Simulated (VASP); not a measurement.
# A VASP study of In2Ni3S2 (PBEsol + U): structure first, properties next, part 3 of 8

What structure and properties does PBEsol + U give In2Ni3S2, and how near are they to the measured ones? The start is a computed cell from the Materials Project.

VASP 6.6.1; PBEsol, DFT+U (Ni d 4 eV), spin-polarised from a ferromagnetic start; plane waves and PAW (In_d, Ni, S).

Still holding for the runs below: The k-mesh is coarse for a metal.

So far. Step 2 (Full relaxation (PBEsol + U)): It ends with forces under 0.001 eV/Å and a pressure of 0.08 GPa. The relaxed cell has a = 5.255, c = 13.361 Å (conventional setting).

**3. Second relaxation**

The basis stayed that of the start cell while the cell moved. A rerun from the cell reached resets it; the error of the finite cutoff stays.

INCAR

```
SYSTEM = In2Ni3S2
PREC = Accurate
ENCUT = 400
EDIFF = 1E-06
NELM = 100
ISMEAR = 0
SIGMA = 0.05
LREAL = .FALSE.
ALGO = Normal
GGA = PS
NBANDS = 47
ISPIN = 2
MAGMOM = 0 0 1 1 1 0 0
LDAU = .TRUE.
LDAUTYPE = 2
LDAUL = -1 2 -1
LDAUU = 0 4 0
LDAUJ = 0 0 0
LDAUPRINT = 1
LASPH = .TRUE.
LMAXMIX = 4
LORBIT = 11
LWAVE = .FALSE.
LCHARG = .FALSE.
KPAR = 4
IBRION = 2
NSW = 60
ISIF = 3
EDIFFG = -0.01
```

POSCAR

```
In2Ni3S2
1.0
    2.6277359069      1.5171240332      4.4537977412
   -2.6277359069      1.5171240332      4.4537977412
    0.0000000000     -3.0342480665      4.4537977412
In Ni S
2 3 2
Direct
    0.5000000000      0.5000000000      0.5000000000
    0.0000000000      0.0000000000      0.0000000000
    0.5000000000      0.0000000000      0.0000000000
    0.0000000000      0.5000000000      0.0000000000
    0.0000000000      0.0000000000      0.5000000000
    0.7229639860      0.7229639860      0.7229639860
    0.2770360140      0.2770360140      0.2770360140
```

KPOINTS

```
Automatic mesh
0
Gamma
5 5 5
0 0 0
```

The projector-augmented-wave data sets are In_d, Ni and S (PBE family, release 64).

Run with:

```console
$ mpirun -np 4 vasp_std
```

The log of the run:

```text
[banner, memory and clock lines left out]
running    4 mpi-ranks, on    1 nodes
 distrk:  each k-point on    1 cores,    4 groups
 distr:  one band on    1 cores,    1 groups

 POSCAR found type information on POSCAR InNiS
 POSCAR found :  3 types and       7 ions
 [... a notice as in an earlier step ...]

 LDA part: xc-table for (Slater+PW92), standard interpolation
 POSCAR, INCAR and KPOINTS ok, starting setup
 FFT: planning ... GRIDC
 FFT: planning ... GRID_SOFT
 FFT: planning ... GRID
 WAVECAR not read
 entering main loop
       N       E                     dE             d eps       ncg     rms          rms(c)
DAV:   1     0.600426554787E+03    0.60043E+03   -0.25245E+04  3587   0.164E+03
DAV:   2     0.503239524010E+02   -0.55010E+03   -0.52420E+03  3586   0.415E+02
DAV:   3    -0.267551186792E+02   -0.77079E+02   -0.74750E+02  3965   0.173E+02
DAV:   4    -0.307940143601E+02   -0.40389E+01   -0.40077E+01  4175   0.396E+01
DAV:   5    -0.309765165524E+02   -0.18250E+00   -0.18243E+00  5317   0.826E+00    0.225E+01
DAV:   6    -0.318913669323E+02   -0.91485E+00   -0.17138E+01  4366   0.572E+01    0.166E+01
DAV:   7    -0.296232630712E+02    0.22681E+01   -0.89090E+00  4585   0.483E+01    0.793E+00
DAV:   8    -0.295807989961E+02    0.42464E-01   -0.13429E+00  4920   0.879E+00    0.269E+00
DAV:   9    -0.295925907997E+02   -0.11792E-01   -0.27651E-01  4206   0.564E+00    0.145E+00
DAV:  10    -0.295948646851E+02   -0.22739E-02   -0.38470E-02  4952   0.145E+00    0.115E+00
DAV:  11    -0.295965377780E+02   -0.16731E-02   -0.97345E-03  4878   0.900E-01    0.506E-01
DAV:  12    -0.295967899392E+02   -0.25216E-03   -0.32477E-03  4867   0.664E-01    0.218E-01
DAV:  13    -0.295969767947E+02   -0.18686E-03   -0.13213E-03  4218   0.227E-01    0.180E-01
DAV:  14    -0.295970454972E+02   -0.68703E-04   -0.11332E-04  5376   0.104E-01    0.767E-02
DAV:  15    -0.295970710304E+02   -0.25533E-04   -0.97524E-05  4610   0.988E-02    0.279E-02
DAV:  16    -0.295970735991E+02   -0.25687E-05   -0.27950E-05  4453   0.466E-02    0.135E-02
DAV:  17    -0.295970734132E+02    0.18590E-06   -0.18159E-06  2920   0.118E-02
   1 F= -.29597073E+02 E0= -.29596395E+02  d E =-.295971E+02  mag=     0.0002
 curvature:   0.00 expect dE= 0.000E+00 dE for cont linesearch  0.000E+00
 trial: gam= 0.00000 g(F)=  0.171E-07 g(S)=  0.972E-04 ort = 0.000E+00 (trialstep = 0.100E+01)
 search vector abs. value=  0.972E-04
 bond charge predicted
       N       E                     dE             d eps       ncg     rms          rms(c)
DAV:   1    -0.295991479638E+02   -0.20744E-02   -0.29477E-02  4120   0.215E+00    0.388E-01
DAV:   2    -0.296000197705E+02   -0.87181E-03   -0.22090E-02  3971   0.209E+00    0.426E-01
DAV:   3    -0.295971838707E+02    0.28359E-02   -0.87388E-03  4085   0.141E+00    0.849E-02
DAV:   4    -0.295971088118E+02    0.75059E-04   -0.49404E-04  4260   0.202E-01    0.391E-02
DAV:   5    -0.295971008425E+02    0.79693E-05   -0.32620E-05  4351   0.662E-02    0.188E-02
DAV:   6    -0.295971002623E+02    0.58018E-06   -0.10344E-05  3915   0.202E-02    0.107E-02
DAV:   7    -0.295971008098E+02   -0.54754E-06   -0.83343E-07  2516   0.118E-02
   2 F= -.29597101E+02 E0= -.29596430E+02  d E =-.273966E-04  mag=     0.0000
[...]
3 F= -.29597110E+02 E0= -.29596436E+02  d E =-.365674E-04  mag=    -0.0000
[...]
4 F= -.29597110E+02 E0= -.29596436E+02  d E =-.364706E-04  mag=     0.0000
 curvature:  -0.30 expect dE=-0.457E-05 dE for cont linesearch -0.397E-06
 ZBRENT: interpolating
 opt :   0.2742  next Energy=   -29.597112 (dE=-0.385E-04)
 bond charge predicted
       N       E                     dE             d eps       ncg     rms          rms(c)
DAV:   1    -0.295973189389E+02   -0.20824E-03   -0.31339E-03  4092   0.699E-01    0.127E-01
DAV:   2    -0.295974119517E+02   -0.93013E-04   -0.23670E-03  3951   0.685E-01    0.140E-01
DAV:   3    -0.295971093443E+02    0.30261E-03   -0.93913E-04  4044   0.461E-01    0.283E-02
DAV:   4    -0.295970996456E+02    0.96987E-05   -0.52372E-05  4309   0.669E-02    0.131E-02
DAV:   5    -0.295970980996E+02    0.15460E-05   -0.33652E-06  3666   0.213E-02    0.642E-03
DAV:   6    -0.295970973718E+02    0.72775E-06   -0.10372E-06  2185   0.680E-03
   5 F= -.29597097E+02 E0= -.29596421E+02  d E =-.239586E-04  mag=    -0.0000
 curvature:  -1.54 expect dE=-0.425E-04 dE for cont linesearch -0.381E-04
 trial: gam=-0.22046 g(F)=  0.246E-05 g(S)=  0.252E-04 ort = 0.491E-04 (trialstep = 0.855E+00)
 search vector abs. value=  0.107E-04
 reached required accuracy - stopping structural energy minimisation
```

Wall time 79 s (4 MPI ranks of Intel Xeon Platinum 8488C (Sapphire Rapids), shared host); peak memory 1.2 GiB; 5.1 min of CPU time.

From OUTCAR (step 3):

```text
  LATTYP: Found a trigonal (rhomboedric) cell.
 ALAT       =     5.3891535187
 COS(alpha) =     0.5244980349

The static configuration has the point symmetry D_3d.

 Found     19 irreducible k-points:

   ENCUT  =  400.0 eV  29.40 Ry    5.42 a.u.   8.79  8.79  8.79*2*pi/ulx,y,z

   NELECT =      68.0000    total number of electrons

atom =   3  type =  2  l = 2

 onsite density matrix

spin component  1

  0.8869  0.0157 -0.0341  0.0395 -0.0070
  0.0157  0.8894  0.0213 -0.0578  0.0213
 -0.0341  0.0213  0.8768  0.0369 -0.0197
  0.0395 -0.0578  0.0369  0.8227  0.0157
 -0.0070  0.0213 -0.0197  0.0157  0.8951

spin component  2

 occupancies and eigenvectors

  o =  0.7455  v =  0.3500 -0.4137  0.3899 -0.7166  0.2021  0.0000  0.0000  0.0000  0.0000  0.0000      0.0000  0.0000  0.0000  0.0000  0.0000  0.0000  0.0000  0.0000  0.0000  0.0000
  o =  0.7455  v =  0.0000  0.0000  0.0000  0.0000  0.0000  0.3500 -0.4137  0.3899 -0.7166  0.2021      0.0000  0.0000  0.0000  0.0000  0.0000  0.0000  0.0000  0.0000  0.0000  0.0000
  o =  0.8835  v =  0.0000  0.0000  0.0000  0.0000  0.0000 -0.4199 -0.2776 -0.6757 -0.4809 -0.2424      0.0000  0.0000  0.0000  0.0000  0.0000  0.0000  0.0000  0.0000  0.0000  0.0000
  o =  0.8835  v = -0.4199 -0.2776 -0.6757 -0.4809 -0.2424  0.0000  0.0000  0.0000  0.0000  0.0000      0.0000  0.0000  0.0000  0.0000  0.0000  0.0000  0.0000  0.0000  0.0000  0.0000
  o =  0.8940  v = -0.4605 -0.3375  0.0000  0.1948  0.7976  0.0000  0.0000  0.0000  0.0000  0.0000      0.0000  0.0000  0.0000  0.0000  0.0000  0.0000  0.0000  0.0000  0.0000  0.0000
  o =  0.8940  v =  0.0000  0.0000  0.0000  0.0000  0.0000 -0.4605 -0.3375  0.0000  0.1948  0.7976      0.0000  0.0000  0.0000  0.0000  0.0000  0.0000  0.0000  0.0000  0.0000  0.0000
  o =  0.9200  v =  0.0000  0.0000  0.0000  0.0000  0.0000 -0.6717 -0.0420  0.6256 -0.0728 -0.3878      0.0000  0.0000  0.0000  0.0000  0.0000  0.0000  0.0000  0.0000  0.0000  0.0000
  o =  0.9200  v = -0.6717 -0.0420  0.6256 -0.0728 -0.3878  0.0000  0.0000  0.0000  0.0000  0.0000      0.0000  0.0000  0.0000  0.0000  0.0000  0.0000  0.0000  0.0000  0.0000  0.0000
  o =  0.9279  v = -0.1948  0.7976 -0.0000 -0.4605  0.3375  0.0000  0.0000  0.0000  0.0000  0.0000      0.0000  0.0000  0.0000  0.0000  0.0000  0.0000  0.0000  0.0000  0.0000  0.0000
  o =  0.9279  v =  0.0000  0.0000  0.0000  0.0000  0.0000 -0.1948  0.7976 -0.0000 -0.4605  0.3375      0.0000  0.0000  0.0000  0.0000  0.0000  0.0000  0.0000  0.0000  0.0000  0.0000

atom =   4  type =  2  l = 2

 onsite density matrix

spin component  1

  0.8869 -0.0157  0.0341  0.0395  0.0070
 -0.0157  0.8894  0.0213  0.0578  0.0213
  0.0341  0.0213  0.8768 -0.0369 -0.0197
  0.0395  0.0578 -0.0369  0.8227 -0.0157
  0.0070  0.0213 -0.0197 -0.0157  0.8951

spin component  2

 occupancies and eigenvectors

  o =  0.7455  v = -0.3500 -0.4137  0.3899  0.7166  0.2021  0.0000  0.0000  0.0000  0.0000  0.0000      0.0000  0.0000  0.0000  0.0000  0.0000  0.0000  0.0000  0.0000  0.0000  0.0000
  o =  0.7455  v =  0.0000  0.0000  0.0000  0.0000  0.0000 -0.3500 -0.4137  0.3899  0.7166  0.2021      0.0000  0.0000  0.0000  0.0000  0.0000  0.0000  0.0000  0.0000  0.0000  0.0000
  o =  0.8835  v =  0.0000  0.0000  0.0000  0.0000  0.0000  0.4199 -0.2776 -0.6757  0.4809 -0.2424      0.0000  0.0000  0.0000  0.0000  0.0000  0.0000  0.0000  0.0000  0.0000  0.0000
  o =  0.8835  v =  0.4199 -0.2776 -0.6757  0.4809 -0.2424  0.0000  0.0000  0.0000  0.0000  0.0000      0.0000  0.0000  0.0000  0.0000  0.0000  0.0000  0.0000  0.0000  0.0000  0.0000
  o =  0.8940  v =  0.4605 -0.3375  0.0000 -0.1948  0.7976  0.0000  0.0000  0.0000  0.0000  0.0000      0.0000  0.0000  0.0000  0.0000  0.0000  0.0000  0.0000  0.0000  0.0000  0.0000
  o =  0.8940  v =  0.0000  0.0000  0.0000  0.0000  0.0000  0.4605 -0.3375  0.0000 -0.1948  0.7976      0.0000  0.0000  0.0000  0.0000  0.0000  0.0000  0.0000  0.0000  0.0000  0.0000
  o =  0.9200  v =  0.0000  0.0000  0.0000  0.0000  0.0000 -0.6717  0.0420 -0.6256 -0.0728  0.3878      0.0000  0.0000  0.0000  0.0000  0.0000  0.0000  0.0000  0.0000  0.0000  0.0000
  o =  0.9200  v = -0.6717  0.0420 -0.6256 -0.0728  0.3878  0.0000  0.0000  0.0000  0.0000  0.0000      0.0000  0.0000  0.0000  0.0000  0.0000  0.0000  0.0000  0.0000  0.0000  0.0000
  o =  0.9279  v = -0.1948 -0.7976  0.0000 -0.4605 -0.3375  0.0000  0.0000  0.0000  0.0000  0.0000      0.0000  0.0000  0.0000  0.0000  0.0000  0.0000  0.0000  0.0000  0.0000  0.0000
  o =  0.9279  v =  0.0000  0.0000  0.0000  0.0000  0.0000 -0.1948 -0.7976  0.0000 -0.4605 -0.3375      0.0000  0.0000  0.0000  0.0000  0.0000  0.0000  0.0000  0.0000  0.0000  0.0000

atom =   5  type =  2  l = 2

 onsite density matrix

spin component  1

  0.8991 -0.0000  0.0000  0.0122 -0.0000
 -0.0000  0.7893 -0.0426  0.0000  0.0485
  0.0000 -0.0426  0.8768 -0.0000  0.0394
  0.0122  0.0000 -0.0000  0.9228  0.0000
 -0.0000  0.0485  0.0394  0.0000  0.8829

spin component  2

 occupancies and eigenvectors

  o =  0.7455  v =  0.0000 -0.8274 -0.3899 -0.0000  0.4042  0.0000  0.0000  0.0000  0.0000  0.0000      0.0000  0.0000  0.0000  0.0000  0.0000  0.0000  0.0000  0.0000  0.0000  0.0000
  o =  0.7455  v =  0.0000  0.0000  0.0000  0.0000  0.0000  0.0000 -0.8274 -0.3899 -0.0000  0.4042      0.0000  0.0000  0.0000  0.0000  0.0000  0.0000  0.0000  0.0000  0.0000  0.0000
  o =  0.8835  v =  0.0000  0.0000  0.0000  0.0000  0.0000  0.0000 -0.5553  0.6757 -0.0000 -0.4849      0.0000  0.0000  0.0000  0.0000  0.0000  0.0000  0.0000  0.0000  0.0000  0.0000
  o =  0.8835  v =  0.0000 -0.5553  0.6757 -0.0000 -0.4849  0.0000  0.0000  0.0000  0.0000  0.0000      0.0000  0.0000  0.0000  0.0000  0.0000  0.0000  0.0000  0.0000  0.0000  0.0000
  o =  0.8940  v =  0.9210  0.0000 -0.0000 -0.3897  0.0000  0.0000  0.0000  0.0000  0.0000  0.0000      0.0000  0.0000  0.0000  0.0000  0.0000  0.0000  0.0000  0.0000  0.0000  0.0000
  o =  0.8940  v =  0.0000  0.0000  0.0000  0.0000  0.0000  0.9210  0.0000 -0.0000 -0.3897  0.0000      0.0000  0.0000  0.0000  0.0000  0.0000  0.0000  0.0000  0.0000  0.0000  0.0000
  o =  0.9200  v =  0.0000  0.0000  0.0000  0.0000  0.0000  0.0000  0.0840  0.6256  0.0000  0.7756      0.0000  0.0000  0.0000  0.0000  0.0000  0.0000  0.0000  0.0000  0.0000  0.0000
  o =  0.9200  v =  0.0000  0.0840  0.6256  0.0000  0.7756  0.0000  0.0000  0.0000  0.0000  0.0000      0.0000  0.0000  0.0000  0.0000  0.0000  0.0000  0.0000  0.0000  0.0000  0.0000
  o =  0.9279  v =  0.3897 -0.0000 -0.0000  0.9210 -0.0000  0.0000  0.0000  0.0000  0.0000  0.0000      0.0000  0.0000  0.0000  0.0000  0.0000  0.0000  0.0000  0.0000  0.0000  0.0000
  o =  0.9279  v =  0.0000  0.0000  0.0000  0.0000  0.0000  0.3897 -0.0000 -0.0000  0.9210 -0.0000      0.0000  0.0000  0.0000  0.0000  0.0000  0.0000  0.0000  0.0000  0.0000  0.0000

 E-fermi :   8.9567

 spin component 1
 k-point     1 :       0.0000    0.0000    0.0000
  band No.  band energies     occupation
    ...
     32       7.3798      1.00000
     33       7.3798      1.00000
     34       7.7315      1.00000
     35       8.4195      1.00000
     36       8.4195      1.00000
     37       9.3883      0.00000
     38       9.6121      0.00000
     39      13.0862      0.00000
     40      13.0862      0.00000
     41      14.2254      0.00000
    ...

 k-point     2 :       0.2000   -0.0000    0.0000
  band No.  band energies     occupation
    ...
     31       7.0124      1.00000
     32       7.2029      1.00000
     33       7.8517      1.00000
     34       8.1792      1.00000
     35       8.8390      0.99957
     36       9.0461      0.00575
     37       9.9682      0.00000
     38      10.9281      0.00000
     39      13.0162      0.00000
     40      13.1744      0.00000
    ...

 k-point     3 :       0.4000   -0.0000    0.0000
  band No.  band energies     occupation
    ...
     30       6.9932      1.00000
     31       7.0377      1.00000
     32       7.1783      1.00000
     33       8.4343      1.00000
     34       8.5949      1.00000
     35       9.4556      0.00000
     36      10.3017      0.00000
     37      10.5033      0.00000
     38      12.2617      0.00000
     39      12.3396      0.00000
    ...

 k-point     4 :       0.2000    0.2000    0.0000
  band No.  band energies     occupation
    ...
     30       6.9782      1.00000
     31       7.1682      1.00000
     32       7.3134      1.00000
     33       7.5079      1.00000
     34       7.8805      1.00000
     35       9.2557      0.00000
     36       9.7401      0.00000
     37      10.1726      0.00000
     38      10.9206      0.00000
     39      12.4153      0.00000
    ...

  Total       -0.0391168     -0.0391168     -0.0243422      0.0000000      0.0000000      0.0000000
  in kB       -0.5885148     -0.5885148     -0.3662292      0.0000000      0.0000000      0.0000000
  external PRESSURE =      -0.5144196 kB  Pullay stress =       0.0000000 kB

  energy-cutoff  :      400.00
  volume of cell :      106.49
      direct lattice vectors                 reciprocal lattice vectors
     2.627370830  1.516913256  4.453314760     0.190304313  0.109872246  0.074850612
    -2.627370830  1.516913256  4.453314760    -0.190304313  0.109872246  0.074850612
     0.000000000 -3.033826512  4.453314760     0.000000000 -0.219744492  0.074850612

 POSITION                                       TOTAL-FORCE (eV/Angst)
 -----------------------------------------------------------------------------------
      0.00000     -0.00000      6.67997         0.000000     -0.000000      0.000000
      0.00000     -0.00000      0.00000         0.000000      0.000000      0.000000
      1.31369      0.75846      2.22666         0.000000      0.000000      0.000000
     -1.31369      0.75846      2.22666        -0.000000      0.000000      0.000000
      0.00000     -1.51691      2.22666        -0.000000     -0.000000      0.000000
      0.00000     -0.00000      9.65876        -0.000000      0.000000     -0.005044
      0.00000     -0.00000      3.70118         0.000000     -0.000000      0.005044
 -----------------------------------------------------------------------------------
    total drift:                               -0.000000      0.000000      0.000000

  FREE ENERGIE OF THE ION-ELECTRON SYSTEM (eV)
  ---------------------------------------------------
  free  energy   TOTEN  =       -29.5970973718 eV

  energy  without entropy=      -29.5957441084  energy(sigma->0) =      -29.59642074

 total charge
# of ion       s       p       d       tot
------------------------------------------
    1        0.916   0.620   9.893  11.430
    2        0.893   0.572   9.891  11.356
    3        0.454   0.571   8.705   9.729
    4        0.454   0.571   8.705   9.729
    5        0.454   0.571   8.705   9.729
    6        1.335   2.343   0.000   3.678
    7        1.335   2.343   0.000   3.678
--------------------------------------------------
tot          5.842   7.590  45.898  59.330

 magnetization (x)
# of ion       s       p       d       tot
------------------------------------------
    1        0.000   0.000   0.000   0.000
    2        0.000  -0.000   0.000   0.000
    3       -0.000  -0.000   0.000   0.000
    4       -0.000  -0.000   0.000   0.000
    5       -0.000  -0.000   0.000   0.000
    6       -0.000  -0.000   0.000  -0.000
    7       -0.000  -0.000   0.000  -0.000
--------------------------------------------------
tot          0.000  -0.000   0.000   0.000

[... 4 parts as in an earlier step ...]

[... 6 further parts left out ...]
```

CONTCAR:

```
In2Ni3S2
   1.00000000000000
     2.6273708299908094    1.5169132559482015    4.4533147598499809
    -2.6273708299908094    1.5169132559482015    4.4533147598499809
     0.0000000000000000   -3.0338265119963785    4.4533147598499774
  In              Ni              S
     2     3     2
Direct
     0.5000000000000000    0.5000000000000000    0.5000000000000000
     0.0000000000000000    0.0000000000000000    0.0000000000000000
     0.5000000000000000    0.0000000000000000    0.0000000000000000
     0.0000000000000000    0.5000000000000000    0.0000000000000000
     0.0000000000000000    0.0000000000000000    0.5000000000000000
     0.7229644028964610    0.7229644028964610    0.7229644028964610
     0.2770355971035389    0.2770355971035389    0.2770355971035389
```

Little changed from the start: no atom moved by 0.005 Å and no cell edge by 0.1 %.

This step gave:

```
free energy (TOTEN)             : -29.60 eV
energy at zero smearing         : -29.60 eV
Fermi energy                    : 8.957 eV
pressure                        : -0.05144 GPa
SCF cycles over all ionic steps : 40
```

It ends with a largest force of 0.005 eV/Å and a pressure of -0.05 GPa. The volume moved by only 0.04 %, so the volume is settled.

(Continued in part 4 of 8.)

[Lines on the potential files, build, host, timing and source positions are cut from VASP's logs without a mark.]

[Logs are printed without paths, hosts, clocks, repeated set-up lines and the standing remarks that a program may print on its own settings, such as how far it seeks lower states.]

[Hosts, paths, dates, database ids (printed as entryN), source tags and the programs' standing remarks are cut or masked in the printed files.]

[A measured line is paired with the nearest computed mode of its activity, which favours agreement.]

[In band tables of VASP the shares of atoms and orbitals are scaled to a sum of 1 inside the atoms' spheres.]
